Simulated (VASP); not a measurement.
Output of a VASP run:

### OUTCAR
```
 ion  position               nearest neighbor table
   1  0.000  0.000  0.000-   3 2.43   3 2.43   2 2.49   2 2.49   2 2.49   2 2.49   2 2.53   2 2.53
                             3 2.54   3 2.54   3 2.54   3 2.54
   2  0.333  0.667  0.500-   3 1.68   3 1.83   3 1.84   1 2.49   1 2.49   1 2.49   1 2.49   1 2.53
                             1 2.53
   3  0.697  0.364  0.500-   2 1.68   2 1.83   2 1.84   1 2.43   1 2.43   1 2.54   1 2.54   1 2.54
                             1 2.54
  LATTYP: Found a base centered orthorhombic cell.
 ALAT       =     3.0067500000
 B/A-ratio  =     1.8227827388
 C/A-ratio  =     1.1688254760
 Subroutine PRICEL returns:
 Original cell was already a primitive cell.
 Subroutine GETGRP returns: Found  2 space group operations
The static configuration has the point symmetry C_1h.
The dynamic configuration has the point symmetry C_1h.
 Subroutine INISYM returns: Found  2 space group operations
 Subroutine IBZKPT returns following result:
 Found    260 irreducible k-points:

 Following reciprocal coordinates:
            Coordinates               Weight
  0.000000  0.000000  0.000000      1.000000
  0.100000 -0.000000  0.000000      2.000000
 -0.000000  0.100000  0.000000      2.000000
  0.200000 -0.000000  0.000000      2.000000
 -0.000000  0.200000  0.000000      2.000000
  0.300000 -0.000000  0.000000      2.000000
 -0.000000  0.300000  0.000000      2.000000
  0.400000 -0.000000  0.000000      2.000000
 -0.000000  0.400000  0.000000      2.000000
  0.500000 -0.000000  0.000000      1.000000
 -0.000000  0.500000  0.000000      1.000000
  0.100000  0.100000  0.000000      2.000000
  0.200000  0.100000  0.000000      2.000000
  0.100000  0.200000  0.000000      2.000000
  0.300000  0.100000  0.000000      2.000000
  0.100000  0.300000  0.000000      2.000000
  0.400000  0.100000  0.000000      2.000000
  0.100000  0.400000  0.000000      2.000000
  0.500000  0.100000  0.000000      2.000000
  0.100000  0.500000  0.000000      2.000000
 -0.400000  0.100000  0.000000      2.000000
  0.100000 -0.400000  0.000000      2.000000
 -0.300000  0.100000  0.000000      2.000000
  0.100000 -0.300000  0.000000      2.000000
 -0.200000  0.100000  0.000000      2.000000
  0.100000 -0.200000  0.000000      2.000000
 -0.100000  0.100000  0.000000      2.000000
  0.200000  0.200000  0.000000      2.000000
  0.300000  0.200000  0.000000      2.000000
  0.200000  0.300000  0.000000      2.000000
  0.400000  0.200000  0.000000      2.000000
  0.200000  0.400000  0.000000      2.000000
  0.500000  0.200000  0.000000      2.000000
  0.200000  0.500000  0.000000      2.000000
 -0.400000  0.200000  0.000000      2.000000
  0.200000 -0.400000  0.000000      2.000000
 -0.300000  0.200000  0.000000      2.000000
  0.200000 -0.300000  0.000000      2.000000
 -0.200000  0.200000  0.000000      2.000000
  0.300000  0.300000  0.000000      2.000000
   k-points           NKPTS =    260   k-points in BZ     NKDIM =    260   number of bands    NBANDS=      8
   number of dos      NEDOS =    301   number of ions     NIONS =      3
   total plane-waves  NPLWV =  16128
   dimension x,y,z NGX =    24 NGY =   24 NGZ =   28
   dimension x,y,z NGXF=    48 NGYF=   48 NGZF=   56
   ions per type =               1   2
   PREC   = accura    normal or accurate (medium, high low for compatibility)
   ISTART =      0    job   : 0-new  1-cont  2-samecut
   ICHARG =      2    charge: 1-file 2-atom 10-const
   ISPIN  =      1    spin polarized calculation?
   LNONCOLLINEAR =      F non collinear calculations
   LSORBIT =      F    spin-orbit coupling
   INIWAV =      1    electr: 0-lowe 1-rand  2-diag
   ENCUT  =  520.0 eV  38.22 Ry    6.18 a.u.   5.81  5.81  6.53*2*pi/ulx,y,z
   NELM   =    100;   NELMIN=  2; NELMDL= -5     # of ELM steps
   EDIFF  = 0.1E-05   stopping-criterion for ELM
   LREAL  =      F    real-space projection
   NLSPLINE    = F    spline interpolate recip. space projectors
...
```

**OSZICAR**
```
       N       E                     dE             d eps       ncg     rms           ort
DAV:   1     0.284979922792E+02    0.28498E+02   -0.35593E+03  2080   0.900E+02
DAV:   2    -0.936173928121E+01   -0.37860E+02   -0.36919E+02  2080   0.185E+02
DAV:   3    -0.153884513275E+02   -0.60267E+01   -0.58027E+01  2080   0.709E+01
DAV:   4    -0.166034119362E+02   -0.12150E+01   -0.11732E+01  2080   0.312E+01
DAV:   5    -0.168467389165E+02   -0.24333E+00   -0.24039E+00  2080   0.128E+01
SDA:   6    -0.137517333326E+02    0.30950E+01   -0.15937E+01  2080   0.398E+01   0.000E+00
DMP:   7    -0.149098340365E+02   -0.11581E+01   -0.54295E+00  2080   0.716E+00   0.168E+01
DMP:   8    -0.151444940133E+02   -0.23466E+00   -0.45839E-01  2080   0.185E+00  -0.185E+00
DMP:   9    -0.151612997400E+02   -0.16806E-01   -0.81526E-01  2080   0.216E+00  -0.316E-01
DMP:  10    -0.152187229838E+02   -0.57423E-01   -0.33838E-01  2080   0.528E-01   0.832E-01
DMP:  11    -0.152356065282E+02   -0.16884E-01   -0.25393E-02  2080   0.651E-02  -0.419E-03
DMP:  12    -0.152355382410E+02    0.68287E-04   -0.28076E-02  2080   0.962E-02  -0.681E-02
DMP:  13    -0.152375602758E+02   -0.20220E-02   -0.19673E-02  2080   0.375E-02   0.307E-02
DMP:  14    -0.152386801696E+02   -0.11199E-02   -0.28012E-03  2080   0.443E-03   0.673E-03
DMP:  15    -0.152387446857E+02   -0.64516E-04   -0.10785E-03  2080   0.413E-03  -0.376E-03
DMP:  16    -0.152388202098E+02   -0.75524E-04   -0.11712E-03  2080   0.250E-03   0.111E-03
DMP:  17    -0.152388964232E+02   -0.76213E-04   -0.30609E-04  2080   0.419E-04   0.906E-04
DMP:  18    -0.152389097514E+02   -0.13328E-04   -0.38556E-05  2080   0.131E-04  -0.903E-05
DMP:  19    -0.152389113043E+02   -0.15529E-05   -0.46878E-05  2080   0.125E-04  -0.201E-05
DMP:  20    -0.152389146370E+02   -0.33327E-05   -0.21202E-05  2080   0.358E-05   0.450E-05
DMP:  21    -0.152389158324E+02   -0.11954E-05   -0.28850E-06  2080   0.587E-06   0.351E-06
DMP:  22    -0.152389159407E+02   -0.10829E-06   -0.18225E-06  2080   0.568E-06  -0.294E-06
   1 F= -.15238916E+02 E0= -.15238909E+02  d E =-.201134E-04
```

**OUTCAR**
```
------------------------ aborting loop because EDIFF is reached ----------------------------------------
  FORCE on cell =-STRESS in cart. coord.  units (eV):
  Direction    XX          YY          ZZ          XY          YZ          ZX
  --------------------------------------------------------------------------------------
  Total        1.7880404     -1.9241605      0.1617140     -0.1886296      0.0000000      0.0000000
  in kB       98.9330432   -106.4646285      8.9477078    -10.4369589      0.0000000      0.0000000
  external PRESSURE =       0.4720408 kB  Pullay stress =       0.0000000 kB
  volume of cell :       28.96
      direct lattice vectors                 reciprocal lattice vectors
     1.503375000 -2.740326000  0.000000000     0.332585017 -0.182460043  0.000000000
     1.503375000  2.740326000  0.000000000     0.332585017  0.182460043  0.000000000
     0.000000000  0.000000000  3.514366000     0.000000000  0.000000000  0.284546345
 POSITION                                       TOTAL-FORCE (eV/Angst)
 -----------------------------------------------------------------------------------
      0.00000      0.00000      0.00000         0.227647      0.017849      0.000000
      1.50337      0.91344      1.75718         0.747491     -0.226665      0.000000
      1.59424     -0.91344      1.75718        -0.975137      0.208815      0.000000
 -----------------------------------------------------------------------------------
    total drift:                                0.000076      0.000004      0.000000
  FREE ENERGIE OF THE ION-ELECTRON SYSTEM (eV)
  ---------------------------------------------------
  free  energy   TOTEN  =       -15.2389159407 eV

  energy  without entropy=      -15.2388958272  energy(sigma->0) =      -15.23890924
```
(Selected blocks of OUTCAR.)

File POSCAR:
```
MgB2
1
    1.5033750000    -2.7403260000     0.0000000000
    1.5033750000     2.7403260000     0.0000000000
    0.0000000000     0.0000000000     3.5143660000
Mg B
1 2
Direct
  0.0000000000   0.0000000000   0.0000000000
  0.3333330000   0.6666670000   0.5000000000
  0.6968860000   0.3635520000   0.5000000000
```

Write an INCAR and KPOINTS that could have produced this output.

One answer among several that fit: the input of the run itself, PBE GGA, plane waves, VASP's PBE PAW potentials (set 64).

File KPOINTS:
```
K-points
0
Gamma
10 10 8
```

**INCAR**
```
! general
SYSTEM = MgB2
PREC   = Accurate
ENCUT  = 520
LREAL  = .FALSE.
LASPH  = .TRUE.

! electronic loop
EDIFF  = 1E-6
NELM   = 100
ALGO   = Damped

! smearing
ISMEAR = 1
SIGMA  = 0.1

! functional
GGA    = PE

! ions
ISIF   = 2

! output
LWAVE  = .FALSE.
LCHARG = .FALSE.
```

POTCAR, in this order: Mg B (PBE.64 set). Program: vasp_std.

The compound is MgB2 in the AlB2 type structure. The cell was not relaxed at this level, atoms are displaced from their ideal sites. The run is one of a series of settings (ALGO = Damped against the base run), some of them coarse on purpose.
